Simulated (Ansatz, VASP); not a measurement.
# PbO: VASP beside Ansatz, part 2 of 2

One calculation is typed for both programs; each brings its own data sets. How far apart do they land? The cell is generated by rule, not measured, and may not be a known phase. Of the first pair: The cell is taken from a series of runs on this material, whose earlier steps may have relaxed, scaled, displaced or heated it; both programs get it as it stands.

VASP 6.6.1 and Ansatz 0.2.0.

So far: The starting structure; Ansatz: relaxation of cell and atoms, PBEsol, pair 1.

**3. VASP: relaxation of cell and atoms, PBEsol, pair 1**

Level of this step: PBEsol; plane waves and PAW (Pb_d, O); invented cell (VASP).

The same cell, functional and mesh now go to VASP, with its own data sets.

Lines of VASP's logs that name or quote its potential files are left out, and so is its time.

File INCAR:

```
SYSTEM = PbO
PREC = Accurate
ENCUT = 600
EDIFF = 1E-07
NELM = 120
ISMEAR = 0
SIGMA = 0.01
LREAL = .FALSE.
ALGO = Normal
GGA = PS
NBANDS = 26
LORBIT = 11
LWAVE = .FALSE.
LCHARG = .FALSE.
ISIF = 3
IBRION = 2
NSW = 80
EDIFFG = -0.005
LASPH = .TRUE.
GGA_COMPAT = .FALSE.
NELMIN = 4
EFERMI = MIDGAP
KPAR = 2
```

File POSCAR:

```
PbO
1.0
    4.1705770000     -0.0000030000      0.0000000000
   -2.0852860000      3.6118270000      0.0000000000
    0.0000000000      0.0000000000      5.5976650000
Pb O
2 2
Direct
    0.3333334594      0.6666667590      0.9788701182
    0.6666665406      0.3333332410      0.4788700288
    0.3333334594      0.6666667590      0.3961299935
    0.6666665406      0.3333332410      0.8961299042
```

File KPOINTS:

```
Automatic mesh
0
Gamma
9 9 4
0 0 0
```

The projector-augmented-wave data sets are Pb_d and O (PBE family, release 64).

The run is started by

```sh
mpirun -np 2 vasp_std
```

Numbers of over 12 decimals in the logs are rounded to 6 here.

Log:

```text
[banner, memory and clock lines left out]
running    2 mpi-ranks, on    1 nodes
 distrk:  each k-point on    1 cores,    2 groups
 distr:  one band on    1 cores,    1 groups

 POSCAR found type information on POSCAR PbO
 POSCAR found :  2 types and       4 ions
|                                                                             |
|               ----> ADVICE to this user running VASP <----                  |
|                                                                             |
|     You enforced a specific xc type in the INCAR file but a different       |
|     [... a line on the potential file left out ...]
|     I HOPE YOU KNOW WHAT YOU ARE DOING!                                     |
|                                                                             |

 LDA part: xc-table for (Slater+PW92), standard interpolation
 POSCAR, INCAR and KPOINTS ok, starting setup
 FFT: planning ... GRIDC
 FFT: planning ... GRID_SOFT
 FFT: planning ... GRID
 WAVECAR not read
 entering main loop
       N       E                     dE             d eps       ncg     rms          rms(c)
DAV:   1     0.496064066418E+03    0.49606E+03   -0.21926E+04  1872   0.200E+03
DAV:   2     0.436418221166E+02   -0.45242E+03   -0.44033E+03  1928   0.490E+02
DAV:   3    -0.229261213467E+02   -0.66568E+02   -0.64109E+02  2454   0.201E+02
DAV:   4    -0.262598406619E+02   -0.33337E+01   -0.33166E+01  2210   0.458E+01
DAV:   5    -0.263487119199E+02   -0.88871E-01   -0.88836E-01  2136   0.802E+00    0.116E+01
DAV:   6    -0.226548752840E+02    0.36938E+01   -0.25763E+01  2794   0.374E+01    0.681E+00
DAV:   7    -0.221940413635E+02    0.46083E+00   -0.41149E+00  2458   0.152E+01    0.233E+00
DAV:   8    -0.221618720281E+02    0.32169E-01   -0.77479E-01  1874   0.646E+00    0.134E+00
DAV:   9    -0.221424470628E+02    0.19425E-01   -0.66015E-02  2416   0.197E+00    0.277E-01
DAV:  10    -0.221439412744E+02   -0.14942E-02   -0.73948E-03  2186   0.523E-01    0.136E-01
DAV:  11    -0.221439482491E+02   -0.69747E-05   -0.64579E-04  2938   0.232E-01    0.603E-02
DAV:  12    -0.221439507510E+02   -0.25019E-05   -0.13762E-04  1932   0.772E-02    0.116E-02
DAV:  13    -0.221439516139E+02   -0.86290E-06   -0.15671E-05  3194   0.321E-02    0.237E-03
DAV:  14    -0.221439521584E+02   -0.54452E-06   -0.23896E-06  2284   0.116E-02    0.130E-03
DAV:  15    -0.221439521171E+02    0.41354E-07   -0.26283E-07  1680   0.467E-03
   1 F= -.22143952E+02 E0= -.22143952E+02  d E =-.221440E+02
 curvature:   0.00 expect dE= 0.000E+00 dE for cont linesearch  0.000E+00
 trial: gam= 0.00000 g(F)=  0.319E-04 g(S)=  0.127E-04 ort = 0.000E+00 (trialstep = 0.100E+01)
 search vector abs. value=  0.446E-04
 bond charge predicted
       N       E                     dE             d eps       ncg     rms          rms(c)
DAV:   1    -0.221440331848E+02   -0.81026E-04   -0.13146E-02  2294   0.910E-01    0.499E-02
DAV:   2    -0.221440040922E+02    0.29093E-04   -0.49849E-04  2206   0.205E-01    0.230E-02
DAV:   3    -0.221439878752E+02    0.16217E-04   -0.44811E-05  2872   0.101E-01    0.121E-02
DAV:   4    -0.221439832502E+02    0.46250E-05   -0.15955E-05  2778   0.445E-02    0.320E-03
DAV:   5    -0.221439834278E+02   -0.17756E-06   -0.20830E-06  2344   0.149E-02    0.123E-03
DAV:   6    -0.221439835233E+02   -0.95564E-07   -0.14948E-07  1212   0.439E-03
   2 F= -.22143984E+02 E0= -.22143984E+02  d E =-.314062E-04
 trial-energy change:   -0.000031  1 .order   -0.000032   -0.000045   -0.000020
 step:   1.8016(harm=  1.8016)  dis= 0.00112  next Energy=   -22.143992 (dE=-0.402E-04)
 bond charge predicted
       N       E                     dE             d eps       ncg     rms          rms(c)
DAV:   1    -0.221440225421E+02   -0.39114E-04   -0.84513E-03  2296   0.730E-01    0.401E-02
DAV:   2    -0.221440036100E+02    0.18932E-04   -0.32155E-04  2196   0.164E-01    0.184E-02
DAV:   3    -0.221439931964E+02    0.10414E-04   -0.29212E-05  2880   0.816E-02    0.969E-03
DAV:   4    -0.221439902669E+02    0.29296E-05   -0.10264E-05  2774   0.358E-02    0.258E-03
DAV:   5    -0.221439904263E+02   -0.15946E-06   -0.13493E-06  2352   0.120E-02    0.985E-04
DAV:   6    -0.221439905050E+02   -0.78634E-07   -0.91867E-08   968   0.353E-03
   3 F= -.22143991E+02 E0= -.22143991E+02  d E =-.383879E-04
 curvature:  -0.90 expect dE=-0.582E-05 dE for cont linesearch -0.135E-08
 trial: gam= 0.15062 g(F)=  0.147E-05 g(S)=  0.499E-05 ort =-0.259E-06 (trialstep = 0.116E+01)
 search vector abs. value=  0.740E-05
 reached required accuracy - stopping structural energy minimisation
```

OUTCAR, selected parts (step 3):

```text
ion  position               nearest neighbor table
   1  0.333  0.667  0.979-   3 2.34   4 2.45   4 2.45   4 2.45   2 3.69   2 3.69   2 3.69   2 3.69
                             2 3.69   2 3.69
   2  0.667  0.333  0.479-   4 2.34   3 2.45   3 2.45   3 2.45   1 3.69   1 3.69   1 3.69   1 3.69
                             1 3.69   1 3.69
   3  0.333  0.667  0.396-   1 2.34   2 2.45   2 2.45   2 2.45
   4  0.667  0.333  0.896-   2 2.34   1 2.45   1 2.45   1 2.45

  LATTYP: Found a hexagonal cell.
 ALAT       =     4.1705770000
 C/A-ratio  =     1.3421799909

 Subroutine GETGRP returns: Found 12 space group operations
 (whereof  6 operations were pure point group operations)

The static configuration has the point symmetry C_3v.
 The point group associated with its full space group is C_6v.

 Found     36 irreducible k-points:

   k-points           NKPTS =     36   k-points in BZ     NKDIM =     36   number of bands    NBANDS=     26

   dimension x,y,z NGX =    36 NGY =   36 NGZ =   48
   dimension x,y,z NGXF=    72 NGYF=   72 NGZF=   96

   ENCUT  =  600.0 eV  44.10 Ry    6.64 a.u.   8.33  8.33 11.18*2*pi/ulx,y,z

   NELECT =      40.0000    total number of electrons

 k-points in reciprocal lattice and weights: Automatic mesh
   0.00000000  0.00000000  0.00000000       0.003
   0.11111111  0.00000000  0.00000000       0.019
   0.22222222  0.00000000  0.00000000       0.019
   0.33333333  0.00000000  0.00000000       0.019
   0.44444444  0.00000000  0.00000000       0.019
   0.11111111  0.11111111  0.00000000       0.019
   0.22222222  0.11111111  0.00000000       0.037
   0.33333333  0.11111111  0.00000000       0.037
   0.44444444  0.11111111  0.00000000       0.019
[...]
0.33333333  0.22222222  0.50000000       0.037
   0.33333333  0.33333333  0.50000000       0.006

 average (electrostatic) potential at core
       1 -91.6026       2 -91.6026       3 -69.8636       4 -69.8635

 E-fermi :   5.5747

 k-point     1 :       0.0000    0.0000    0.0000
  band No.  band energies     occupation
    ...
     16       1.6340      2.00000
     17       1.6340      2.00000
     18       2.4028      2.00000
     19       2.4028      2.00000
     20       2.4328      2.00000
     21       8.3948      0.00000
     22       9.3160      0.00000
     23       9.3160      0.00000
     24      10.0131      0.00000
     25      10.0131      0.00000
    ...

 k-point     2 :       0.1111    0.0000    0.0000
  band No.  band energies     occupation
    ...
     16       1.5213      2.00000
     17       2.2976      2.00000
     18       2.3568      2.00000
     19       2.3756      2.00000
     20       2.5630      2.00000
     21       8.3945      0.00000
     22       8.5808      0.00000
     23       9.4423      0.00000
     24       9.6442      0.00000
     25      10.1429      0.00000
    ...

 k-point     3 :       0.2222    0.0000    0.0000
  band No.  band energies     occupation
    ...
     16       1.2599      2.00000
     17       2.1709      2.00000
     18       2.2331      2.00000
     19       2.8813      2.00000
     20       3.1157      2.00000
     21       7.5836      0.00000
     22       8.5301      0.00000
     23       8.9789      0.00000
     24       9.7330      0.00000
     25      10.4693      0.00000
    ...

  Total        0.0079424      0.0079424     -0.0169693     -0.0000000      0.0000000      0.0000000
  in kB        0.1509931      0.1509931     -0.3226047     -0.0000000      0.0000000      0.0000000
  external PRESSURE =      -0.0068728 kB  Pullay stress =       0.0000000 kB

  energy-cutoff  :      600.00
  volume of cell :       84.28
      direct lattice vectors                 reciprocal lattice vectors
     4.168769766 -0.000002999  0.000000000     0.239879022  0.138493999  0.000000000
    -2.084382384  3.610261889 -0.000000000     0.000000199  0.276988331  0.000000000
     0.000000000 -0.000000000  5.599619862    -0.000000000  0.000000000  0.178583551

 POSITION                                       TOTAL-FORCE (eV/Angst)
 -----------------------------------------------------------------------------------
      0.00000      2.40684      5.48018         0.000000     -0.000000     -0.002760
      2.08439      1.20342      2.68037        -0.000000     -0.000000     -0.002760
      0.00000      2.40684      2.21930         0.000000     -0.000000      0.002760
      2.08439      1.20342      5.01911        -0.000000      0.000000      0.002760
 -----------------------------------------------------------------------------------
    total drift:                               -0.000000     -0.000000     -0.000076

  FREE ENERGIE OF THE ION-ELECTRON SYSTEM (eV)
  ---------------------------------------------------
  free  energy   TOTEN  =       -22.1439905050 eV

  energy  without entropy=      -22.1439905050  energy(sigma->0) =      -22.14399050

 reached required accuracy - stopping structural energy minimisation

 total charge
# of ion       s       p       d       tot
------------------------------------------
    1        1.462   0.531   9.857  11.849
    2        1.462   0.531   9.857  11.849
    3        1.587   3.294   0.000   4.881
    4        1.587   3.294   0.000   4.881
--------------------------------------------------
tot          6.099   7.650  19.713  33.462

[... 3 further parts left out ...]
```

The run keeps the 12 symmetry operations of its start, so it cannot find a distortion of lower symmetry.

**4. Differences**

Known differences besides the potentials themselves: fixed occupations in Ansatz, narrow Gaussian smearing in VASP; the cutoff is 420 eV in Ansatz and 600 eV in VASP; Ansatz makes its cores anew for this functional, VASP keeps those of its PBE data sets; Ansatz adds a Pulay correction to the stress that steers its cell, VASP none. Total energies have different zeros and are not compared.

Both answers:

| quantity | Ansatz | VASP | difference |
| --- | --- | --- | --- |
| volume (Å³) | 84.32 | 84.28 | +0.05 % |
| edge a after relaxation, in the typed setting (Å) | 4.171 | 4.169 | +0.04 % |
| edge c after relaxation, in the typed setting (Å) | 5.598 | 5.600 | -0.03 % |

**5. Ansatz: relaxation of cell and atoms, PBEsol, pair 2**

The relaxed volume is the usual yardstick between codes: in a stiff, nearly cubic crystal its relative difference is about their pressure difference at one cell divided by the bulk modulus. Its start cell is another than that of the pair before, and may be another structure of the material.

The two relaxations start from unlike cells of this crystal (the structure described is Ansatz's start), so only their ends are compared.

File input.yaml:

```yaml
crystal:
  lattice:
    - [3.97569, 0.0, 0.0]
    - [-1.98784, 3.44304, 0.0]
    - [0.0, 0.0, 6.49229]
  atoms:
    - { symbol: Pb, position: [0.333333, 0.666667, 0.0] }
    - { symbol: Pb, position: [0.666667, 0.333333, 0.5] }
    - { symbol: O, position: [0.333333, 0.666667, 0.375] }
    - { symbol: O, position: [0.666667, 0.333333, 0.875] }
kpoints:
  mp_grid: { grid: [9, 9, 4] }
hamiltonian:
  xc: pbesol
scf:
  occupations: { method: gaussian, width: 0.02 }
output:
  forces: true
  stress: true
  eigenvalues: true
  write_density: true
  write_potential: true
  elf: true
  volumetric_format: npy
relax:
  adjacent_minimum: "off"
  f_tol: 0.005
  max_steps: 80
  cell: { stress_tol: 0.05 }
```

The run is started by

```sh
ansatz run input.yaml --threads 4 --pin off --max-ram 7168MiB --backend cpu --events-out ev --progress --plain --runs-dir out
```

Log:

```text
[...]
cell:  # Å, volume = 84.3198 Å³
    - [4.170577, -3.028262460685436e-6, 1.666799680149591e-17]
    - [-2.085286, 3.611827, -9.170809477809295e-18]
    - [2.721882203224078e-17, -1.5779315659103801e-18, 5.597665]
  atoms:
    - { symbol: Pb, position: [0.333333, 0.666667, -0.021130] }
    - { symbol: Pb, position: [0.666667, 0.333333, 0.478870] }
    - { symbol: O, position: [0.333333, 0.666667, 0.396130] }
    - { symbol: O, position: [0.666667, 0.333333, 0.896130] }
[key lines of the parts left out:]
SCF converged after 5 iterations
Free energy (F): -24630.159852 eV
Fermi energy:    8.788841 eV
P = ⅓ Tr σ = 0.0041 GPa (0.041 kbar)
```

**6. VASP: relaxation of cell and atoms, PBEsol, pair 2**

Its own start cell and the same functional, mesh and smearing now go to VASP, with its own data sets.

INCAR, as its differences from that of step 3:

```diff
@@ -6,3 +6,3 @@
 ISMEAR = 0
-SIGMA = 0.01
+SIGMA = 0.02
 LREAL = .FALSE.
```

File POSCAR:

```
PbO
1.0
    4.1692168387     -0.0000031512      0.0000000000
   -2.0846058021      3.6106496054      0.0000000000
    0.0000000000      0.0000000000      5.5970685359
Pb O
2 2
Direct
    0.3333334172      0.6666666667      0.9784539406
    0.6666665828      0.3333333333      0.4784539406
    0.3333334172      0.6666666667      0.3965460979
    0.6666665828      0.3333333333      0.8965460979
```

KPOINTS is that of step 3.

The run is started by

```sh
mpirun -np 2 vasp_std
```

Log:

```text
[banner, memory and clock lines left out]
running    2 mpi-ranks, on    1 nodes
[...]
[... a notice as in an earlier step ...]

 LDA part: xc-table for (Slater+PW92), standard interpolation
 POSCAR, INCAR and KPOINTS ok, starting setup
[...]
entering main loop
       N       E                     dE             d eps       ncg     rms          rms(c)
DAV:   1     0.495650057990E+03    0.49565E+03   -0.21910E+04  1872   0.199E+03
DAV:   2     0.443591430816E+02   -0.45129E+03   -0.43886E+03  1934   0.492E+02
DAV:   3    -0.228394210930E+02   -0.67199E+02   -0.65460E+02  2446   0.201E+02
DAV:   4    -0.262498680546E+02   -0.34104E+01   -0.33953E+01  2170   0.464E+01
[...]
DAV:  13    -0.221439361998E+02   -0.64693E-06   -0.16432E-05  3164   0.327E-02    0.237E-03
DAV:  14    -0.221439367519E+02   -0.55210E-06   -0.24904E-06  2232   0.117E-02    0.132E-03
DAV:  15    -0.221439367117E+02    0.40107E-07   -0.26983E-07  1716   0.472E-03
   1 F= -.22143937E+02 E0= -.22143937E+02  d E =-.221439E+02
[...]
N       E                     dE             d eps       ncg     rms          rms(c)
DAV:   1    -0.221440013350E+02   -0.64583E-04   -0.28614E-03  2312   0.441E-01    0.366E-02
DAV:   2    -0.221439667984E+02    0.34537E-04   -0.93848E-05  2078   0.129E-01    0.214E-02
DAV:   3    -0.221439477764E+02    0.19022E-04   -0.30972E-05  2524   0.803E-02    0.612E-03
DAV:   4    -0.221439473699E+02    0.40654E-06   -0.98757E-06  2622   0.288E-02    0.188E-03
DAV:   5    -0.221439474433E+02   -0.73384E-07   -0.82660E-07  2106   0.109E-02
   2 F= -.22143947E+02 E0= -.22143947E+02  d E =-.107315E-04
 trial-energy change:   -0.000011  1 .order   -0.000011   -0.000015   -0.000008
 step:   2.0372(harm=  2.0372)  dis= 0.00015  next Energy=   -22.143952 (dE=-0.153E-04)
 reached required accuracy - stopping structural energy minimisation
```

OUTCAR, selected parts (step 6):

```text
  Total        0.0115993      0.0115993     -0.0135791     -0.0000000     -0.0000000      0.0000000
  in kB        0.2205919      0.2205920     -0.2582432     -0.0000000     -0.0000000      0.0000000
  external PRESSURE =       0.0609802 kB  Pullay stress =       0.0000000 kB

 POSITION                                       TOTAL-FORCE (eV/Angst)
 -----------------------------------------------------------------------------------
      0.00000      2.40742      5.47449         0.000000     -0.000000     -0.001783
      2.08489      1.20371      2.67701         0.000000     -0.000000     -0.001783
      0.00000      2.40742      2.21859         0.000000      0.000000      0.001783
      2.08489      1.20371      5.01608        -0.000000      0.000000      0.001783
 -----------------------------------------------------------------------------------
    total drift:                                0.000091     -0.000052     -0.000543

  FREE ENERGIE OF THE ION-ELECTRON SYSTEM (eV)
  ---------------------------------------------------
  free  energy   TOTEN  =       -22.1439474433 eV

  energy  without entropy=      -22.1439474433  energy(sigma->0) =      -22.14394744

[... 2 parts as in an earlier step ...]

[... 2 further parts left out ...]
[key lines of the parts left out:]
E-fermi :   5.5790
```

**7. Differences**

Compared:

| quantity | Ansatz | VASP | difference |
| --- | --- | --- | --- |
| volume (Å³) | 84.32 | 84.25 | +0.09 % |
| edge a after relaxation, in the typed setting (Å) | 4.171 | 4.170 | +0.02 % |
| edge c after relaxation, in the typed setting (Å) | 5.598 | 5.595 | +0.05 % |

**8. Summary of results**

* difference in volume (relaxation of cell and atoms, PBEsol, pair 1): 0.052 %
* difference in volume (relaxation of cell and atoms, PBEsol, pair 2): 0.087 %

**Reading.** The difference in volume is 0.087 % (relaxation of cell and atoms, PBEsol, pair 2), within the 1.2 % picked in this series as the mark of a large difference, as far as the stopping tolerances let one tell. How closely two codes agree says nothing of how well the functional describes the real material.

[Lines on the potential files, build, host, timing and source positions are cut from VASP's logs without a mark.]

[Logs are printed without paths, hosts, clocks, repeated set-up lines and the standing remarks that a program may print on its own settings, such as how far it seeks lower states.]

[Hosts, paths, dates, database ids (printed as entryN), source tags and the programs' standing remarks are cut or masked in the printed files.]
